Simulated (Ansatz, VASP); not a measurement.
# Cross-check of Ni3GeC between VASP and Ansatz, part 2 of 3

One calculation is typed for both programs; each brings its own data sets. How far apart do they land? The cell is taken from a series of runs on this material, whose earlier steps may have relaxed, scaled, displaced or heated it; both programs get it as it stands.

VASP 6.6.1 and Ansatz 0.2.0.

So far: Set-up; Ansatz: relaxation of cell and atoms, PBEsol, pair 1.

### Step 3. VASP: relaxation of cell and atoms, PBEsol, pair 1

Level of this step: PBEsol, no spin polarisation; plane waves and PAW (Ni, Ge_d, C) (VASP).

The same cell, functional, mesh and smearing now go to VASP, with its own data sets.

Lines of VASP's logs that name or quote its potential files are left out, and so is its time.

INCAR

```
SYSTEM = Ni3GeC
PREC = Accurate
ENCUT = 600
EDIFF = 1E-07
NELM = 120
ISMEAR = 1
SIGMA = 0.2
LREAL = .FALSE.
ALGO = Normal
GGA = PS
NBANDS = 59
LASPH = .TRUE.
LORBIT = 11
LWAVE = .FALSE.
LCHARG = .FALSE.
ISIF = 3
IBRION = 2
NSW = 80
EDIFFG = -0.005
GGA_COMPAT = .FALSE.
NELMIN = 4
KPAR = 2
```

POSCAR

```
Ni3GeC
1.0
    3.7546830000      0.0000000000      0.0000000000
    0.0000000000      3.7546830000      0.0000000000
    0.0000000000      0.0000000000      7.5889800000
Ni Ge C
6 2 2
Direct
    0.0000000000      0.5000000000      0.2257652544
    0.0000000000      0.5000000000      0.7742347456
    0.5000000000      0.5000000000      0.0000000000
    0.5000000000      0.5000000000      0.5000000000
    0.5000000000      0.0000000000      0.2257652544
    0.5000000000      0.0000000000      0.7742347456
    0.0000000000      0.0000000000      0.5000000000
    0.0000000000      0.0000000000      0.0000000000
    0.5000000000      0.5000000000      0.2529006533
    0.5000000000      0.5000000000      0.7470993467
```

KPOINTS

```
Automatic mesh
0
Gamma
10 10 6
0 0 0
```

Potentials, in the order of the species: Ni, Ge_d and C (PBE family, release 64).

Launch:

```sh
> mpirun -np 2 vasp_std
```

Numbers of over 12 decimals in the logs are rounded to 6 here.

Log:

```text
[banner, memory and clock lines left out]
running    2 mpi-ranks, on    1 nodes
 distrk:  each k-point on    1 cores,    2 groups
 distr:  one band on    1 cores,    1 groups

 POSCAR found type information on POSCAR NiGeC
 POSCAR found :  3 types and      10 ions
|                                                                             |
|               ----> ADVICE to this user running VASP <----                  |
|                                                                             |
|     You enforced a specific xc type in the INCAR file but a different       |
|     [... a line on the potential file left out ...]
|     I HOPE YOU KNOW WHAT YOU ARE DOING!                                     |
|                                                                             |

 LDA part: xc-table for (Slater+PW92), standard interpolation
 POSCAR, INCAR and KPOINTS ok, starting setup
 FFT: planning ... GRIDC
 FFT: planning ... GRID_SOFT
 FFT: planning ... GRID
 WAVECAR not read
 entering main loop
       N       E                     dE             d eps       ncg     rms          rms(c)
DAV:   1     0.103242968954E+04    0.10324E+04   -0.44190E+04 11368   0.389E+03
DAV:   2     0.138981332169E+03   -0.89345E+03   -0.84398E+03  9912   0.862E+02
DAV:   3    -0.568954429290E+02   -0.19588E+03   -0.18484E+03  9918   0.275E+02
DAV:   4    -0.770596489307E+02   -0.20164E+02   -0.19417E+02 11683   0.921E+01
DAV:   5    -0.777860294999E+02   -0.72638E+00   -0.71928E+00 11003   0.184E+01    0.370E+01
DAV:   6    -0.775884479085E+02    0.19758E+00   -0.13818E+02 13197   0.119E+02    0.317E+01
DAV:   7    -0.655753175605E+02    0.12013E+02   -0.44220E+01 11120   0.834E+01    0.862E+00
DAV:   8    -0.679097705835E+02   -0.23345E+01   -0.11916E+01 12853   0.547E+01    0.175E+01
DAV:   9    -0.662534256900E+02    0.16563E+01   -0.34908E+00 11663   0.431E+01    0.793E+00
DAV:  10    -0.658443191816E+02    0.40911E+00   -0.13367E+00 13846   0.261E+01    0.362E+00
DAV:  11    -0.657714062514E+02    0.72913E-01   -0.38408E-01 13483   0.989E+00    0.939E-01
DAV:  12    -0.657735530555E+02   -0.21468E-02   -0.85220E-02 12497   0.355E+00    0.585E-01
DAV:  13    -0.657740023404E+02   -0.44928E-03   -0.14135E-02 10922   0.150E+00    0.294E-01
DAV:  14    -0.657736104691E+02    0.39187E-03   -0.18999E-03 11101   0.824E-01    0.114E-01
DAV:  15    -0.657735482082E+02    0.62261E-04   -0.40080E-04 11734   0.339E-01    0.250E-02
DAV:  16    -0.657735471040E+02    0.11041E-05   -0.92815E-05 12266   0.932E-02    0.139E-02
DAV:  17    -0.657735476261E+02   -0.52206E-06   -0.16728E-05 10891   0.569E-02    0.986E-03
DAV:  18    -0.657735468975E+02    0.72864E-06   -0.21791E-06 12389   0.260E-02    0.165E-03
DAV:  19    -0.657735469000E+02   -0.25157E-08   -0.46306E-07  9321   0.515E-03
   1 F= -.65773547E+02 E0= -.65774462E+02  d E =-.657735E+02
 curvature:   0.00 expect dE= 0.000E+00 dE for cont linesearch  0.000E+00
 trial: gam= 0.00000 g(F)=  0.308E-05 g(S)=  0.131E-03 ort = 0.000E+00 (trialstep = 0.100E+01)
 search vector abs. value=  0.134E-03
 bond charge predicted
       N       E                     dE             d eps       ncg     rms          rms(c)
DAV:   1    -0.657762165295E+02   -0.26696E-02   -0.33189E-02 10738   0.199E+00    0.428E-01
DAV:   2    -0.657758345709E+02    0.38196E-03   -0.22490E-02 10903   0.177E+00    0.353E-01
DAV:   3    -0.657743066151E+02    0.15280E-02   -0.79058E-03 11253   0.156E+00    0.334E-01
DAV:   4    -0.657736998113E+02    0.60680E-03   -0.29342E-03 11436   0.107E+00    0.110E-01
DAV:   5    -0.657735730820E+02    0.12673E-03   -0.46837E-04 12636   0.282E-01    0.603E-02
DAV:   6    -0.657735599386E+02    0.13143E-04   -0.96829E-05 12174   0.243E-01    0.482E-02
DAV:   7    -0.657735403055E+02    0.19633E-04   -0.32568E-05 12013   0.131E-01    0.178E-02
DAV:   8    -0.657735396093E+02    0.69625E-06   -0.10903E-05 12186   0.274E-02    0.502E-03
DAV:   9    -0.657735396862E+02   -0.76954E-07   -0.10276E-06 12284   0.134E-02    0.112E-03
DAV:  10    -0.657735396902E+02   -0.40091E-08   -0.13302E-07  5909   0.356E-03
   2 F= -.65773540E+02 E0= -.65774473E+02  d E =0.720975E-05
 trial-energy change:    0.000007  1 .order    0.000003   -0.000134    0.000141
 step:   0.4669(harm=  0.4878)  dis= 0.00008  next Energy=   -65.773578 (dE=-0.309E-04)
 bond charge predicted
       N       E                     dE             d eps       ncg     rms          rms(c)
DAV:   1    -0.657743344325E+02   -0.79475E-03   -0.94254E-03 10711   0.106E+00    0.229E-01
DAV:   2    -0.657742312084E+02    0.10322E-03   -0.64025E-03 10892   0.945E-01    0.188E-01
DAV:   3    -0.657737874290E+02    0.44378E-03   -0.22248E-03 11229   0.831E-01    0.176E-01
DAV:   4    -0.657736209729E+02    0.16646E-03   -0.83040E-04 11416   0.568E-01    0.587E-02
DAV:   5    -0.657735833017E+02    0.37671E-04   -0.12446E-04 12627   0.137E-01    0.230E-02
DAV:   6    -0.657735819112E+02    0.13905E-05   -0.16238E-05 12824   0.932E-02    0.244E-02
DAV:   7    -0.657735777614E+02    0.41498E-05   -0.87712E-06 11996   0.701E-02    0.933E-03
DAV:   8    -0.657735773473E+02    0.41405E-06   -0.22696E-06 11104   0.136E-02    0.312E-03
DAV:   9    -0.657735772175E+02    0.12978E-06   -0.22048E-07  5996   0.540E-03    0.528E-04
DAV:  10    -0.657735772191E+02   -0.15734E-08   -0.93955E-08  5420   0.220E-03
   3 F= -.65773577E+02 E0= -.65774500E+02  d E =-.303191E-04
 curvature:  -0.24 expect dE=-0.289E-06 dE for cont linesearch -0.695E-08
 trial: gam= 0.02344 g(F)=  0.108E-05 g(S)=  0.109E-06 ort =-0.196E-05 (trialstep = 0.893E+00)
 search vector abs. value=  0.117E-05
 reached required accuracy - stopping structural energy minimisation
```

OUTCAR, selected parts (step 3):

```text
ion  position               nearest neighbor table
   1  0.000  0.500  0.226-   9 1.89   9 1.89   3 2.54   8 2.54   3 2.54   8 2.54   5 2.65   5 2.65
                             5 2.65   5 2.65   4 2.80   7 2.80   7 2.80   4 2.80
   2  0.000  0.500  0.774-  10 1.89  10 1.89   3 2.54   8 2.54   3 2.54   8 2.54   6 2.65   6 2.65
                             6 2.65   6 2.65   4 2.80   7 2.80   7 2.80   4 2.80
   3  0.500  0.500  0.000-   9 1.92  10 1.92   5 2.54   6 2.54   1 2.54   2 2.54   5 2.54   6 2.54
                             1 2.54   2 2.54   8 2.65   8 2.65   8 2.65   8 2.65
   4  0.500  0.500  0.500-   9 1.88  10 1.88   7 2.65   7 2.65   7 2.65   7 2.65   5 2.80   5 2.80
                             6 2.80   6 2.80   1 2.80   2 2.80   1 2.80   2 2.80
   5  0.500  0.000  0.226-   9 1.89   9 1.89   3 2.54   3 2.54   8 2.54   8 2.54   1 2.65   1 2.65
                             1 2.65   1 2.65   7 2.80   7 2.80   4 2.80   4 2.80
   6  0.500  0.000  0.774-  10 1.89  10 1.89   3 2.54   3 2.54   8 2.54   8 2.54   2 2.65   2 2.65
                             2 2.65   2 2.65   7 2.80   7 2.80   4 2.80   4 2.80
   7  0.000  0.000  0.500-   4 2.65   4 2.65   4 2.65   4 2.65   6 2.80   1 2.80   2 2.80   2 2.80
                             1 2.80   5 2.80   6 2.80   5 2.80
   8  0.000  0.000  0.000-   1 2.54   2 2.54   5 2.54   6 2.54   1 2.54   2 2.54   5 2.54   6 2.54
                             3 2.65   3 2.65   3 2.65   3 2.65
   9  0.500  0.500  0.253-   4 1.88   1 1.89   5 1.89   5 1.89   1 1.89   3 1.92
  10  0.500  0.500  0.747-   4 1.88   2 1.89   6 1.89   6 1.89   2 1.89   3 1.92

  LATTYP: Found a simple tetragonal cell.
 ALAT       =     3.7546830000
 C/A-ratio  =     2.0212039205

 Subroutine GETGRP returns: Found 16 space group operations
 (whereof 16 operations were pure point group operations)

The static configuration has the point symmetry D_4h.

 Found     84 irreducible k-points:

   k-points           NKPTS =     84   k-points in BZ     NKDIM =     84   number of bands    NBANDS=     59

   dimension x,y,z NGX =    30 NGY =   30 NGZ =   64
   dimension x,y,z NGXF=    60 NGYF=   60 NGZF=  128

   ENCUT  =  600.0 eV  44.10 Ry    6.64 a.u.   7.50  7.50 15.16*2*pi/ulx,y,z

   NELECT =      96.0000    total number of electrons

 k-points in reciprocal lattice and weights: Automatic mesh
   0.00000000  0.00000000  0.00000000       0.002
   0.10000000  0.00000000  0.00000000       0.007
   0.20000000  0.00000000  0.00000000       0.007
   0.30000000  0.00000000  0.00000000       0.007
   0.40000000  0.00000000  0.00000000       0.007
   0.50000000  0.00000000  0.00000000       0.003
   0.10000000  0.10000000  0.00000000       0.007
   0.20000000  0.10000000  0.00000000       0.013
   0.30000000  0.10000000  0.00000000       0.013
[...]
0.50000000  0.40000000  0.50000000       0.007
   0.50000000  0.50000000  0.50000000       0.002

 average (electrostatic) potential at core
       1 -81.9474       2 -81.9474       3 -81.9690       4 -81.8069       5 -81.9474
       6 -81.9474       7 -69.4584       8 -69.9615       9 -46.1072      10 -46.1072

 E-fermi :   9.5852

 k-point     1 :       0.0000    0.0000    0.0000
  band No.  band energies     occupation
    ...
     42       8.4056      2.00000
     43       8.4056      2.00000
     44       8.5636      2.00000
     45       8.5652      2.00000
     46       8.8060      2.00000
     47       9.7606     -0.01426
     48       9.7606     -0.01426
     49       9.8929     -0.05184
     50      10.4233     -0.00000
     51      10.8690     -0.00000
    ...

 k-point     2 :       0.1000    0.0000    0.0000
  band No.  band energies     occupation
    ...
     44       8.5483      2.00000
     45       8.6247      2.00000
     46       8.7700      2.00000
     47       9.6143      0.75724
     48       9.6278      0.64913
     49       9.8714     -0.06120
     50      10.3513     -0.00000
     51      11.0212     -0.00000
     52      11.3214     -0.00000
     53      11.3544     -0.00000
    ...

 k-point     3 :       0.2000    0.0000    0.0000
  band No.  band energies     occupation
    ...
     44       8.6639      2.00000
     45       8.6640      2.00000
     46       8.8290      2.00000
     47       9.2379      2.03396
     48       9.3686      2.06349
     49      10.1404     -0.00062
     50      10.2391     -0.00004
     51      11.3405     -0.00000
     52      11.5435     -0.00000
     53      11.5996     -0.00000
    ...

  Total       -0.0029295     -0.0029295     -0.0023339      0.0000000      0.0000000      0.0000000
  in kB       -0.0438421     -0.0438421     -0.0349281      0.0000000      0.0000000      0.0000000
  external PRESSURE =      -0.0408708 kB  Pullay stress =       0.0000000 kB

  energy-cutoff  :      600.00
  volume of cell :      107.06
      direct lattice vectors                 reciprocal lattice vectors
     3.755472946  0.000000000  0.000000000     0.266278047  0.000000000  0.000000000
     0.000000000  3.755472946  0.000000000     0.000000000  0.266278047  0.000000000
     0.000000000  0.000000000  7.590665277     0.000000000 -0.000000000  0.131740758

 POSITION                                       TOTAL-FORCE (eV/Angst)
 -----------------------------------------------------------------------------------
      0.00000      1.87774      1.71379        -0.000000      0.000000      0.001879
      0.00000      1.87774      5.87688        -0.000000      0.000000     -0.001879
      1.87774      1.87774      7.59067        -0.000000     -0.000000      0.000000
      1.87774      1.87774      3.79533        -0.000000     -0.000000      0.000000
      1.87774      0.00000      1.71379        -0.000000     -0.000000      0.001879
      1.87774      0.00000      5.87688        -0.000000     -0.000000     -0.001879
      0.00000      0.00000      3.79533        -0.000000     -0.000000      0.000000
      0.00000      0.00000      7.59067        -0.000000     -0.000000      0.000000
      1.87774      1.87774      1.91963        -0.000000     -0.000000     -0.002030
      1.87774      1.87774      5.67104         0.000000      0.000000      0.002030
 -----------------------------------------------------------------------------------
    total drift:                                0.000000      0.000000      0.000000

  FREE ENERGIE OF THE ION-ELECTRON SYSTEM (eV)
  ---------------------------------------------------
  free  energy   TOTEN  =       -65.7735772191 eV

  energy  without entropy=      -65.7763461371  energy(sigma->0) =      -65.77450019

 reached required accuracy - stopping structural energy minimisation

 total charge
# of ion       s       p       d       tot
------------------------------------------
    1        0.459   0.617   8.498   9.575
    2        0.459   0.617   8.498   9.575
    3        0.458   0.661   8.510   9.628
    4        0.463   0.559   8.480   9.502
    5        0.459   0.617   8.498   9.575
    6        0.459   0.617   8.498   9.575
    7        1.246   0.936  10.034  12.216
    8        1.059   1.179  10.098  12.336
    9        0.871   1.540   0.000   2.411
   10        0.871   1.540   0.000   2.411
--------------------------------------------------
tot          6.805   8.884  71.115  86.804

[... 3 further parts left out ...]
```

CONTCAR:

```
Ni3GeC
   1.00000000000000
     3.7554729455917633    0.0000000000000000    0.0000000000000000
     0.0000000000000000    3.7554729455917633    0.0000000000000000
     0.0000000000000000    0.0000000000000000    7.5906652765892986
  Ni              Ge              C
     6     2     2
Direct
     0.0000000000000000    0.5000000000000000    0.2257758330559265
     0.0000000000000000    0.5000000000000000    0.7742241669440735
     0.5000000000000000    0.5000000000000000    1.0000000000000000
     0.5000000000000000    0.5000000000000000    0.5000000000000000
     0.5000000000000000    0.0000000000000000    0.2257758330559265
     0.5000000000000000    0.0000000000000000    0.7742241669440735
     0.0000000000000000    0.0000000000000000    0.5000000000000000
     0.0000000000000000    0.0000000000000000    1.0000000000000000
     0.5000000000000000    0.5000000000000000    0.2528930512886138
     0.5000000000000000    0.5000000000000000    0.7471069487113862
```

This run has no spin polarisation, so a moment on Ni, if there is one, isn't seen.

### Step 4. Differences

Known differences besides the potentials themselves: the data sets hold 144 valence electrons in Ansatz (on its PAW soft_1 files) and 96 in VASP; the cutoff is 420 eV in Ansatz and 600 eV in VASP; Ansatz makes its cores anew for this functional, VASP keeps those of its PBE data sets; Ansatz adds a Pulay correction to the stress that steers its cell, VASP none. Total energies have different zeros and are not compared.

The two programs side by side:

```
                                         quantity  Ansatz    VASP  difference
                                      volume (Å³)  106.99  107.06     -0.06 %
edge a after relaxation, in the typed setting (Å)   3.755   3.756     -0.02 %
edge c after relaxation, in the typed setting (Å)   7.590   7.591     -0.01 %
```

(Part 2 of 3 ends here.)

[Lines on the potential files, build, host, timing and source positions are cut from VASP's logs without a mark.]

[Logs are printed without paths, hosts, clocks, repeated set-up lines and the standing remarks that a program may print on its own settings, such as how far it seeks lower states.]

[Hosts, paths, dates, database ids (printed as entryN), source tags and the programs' standing remarks are cut or masked in the printed files.]
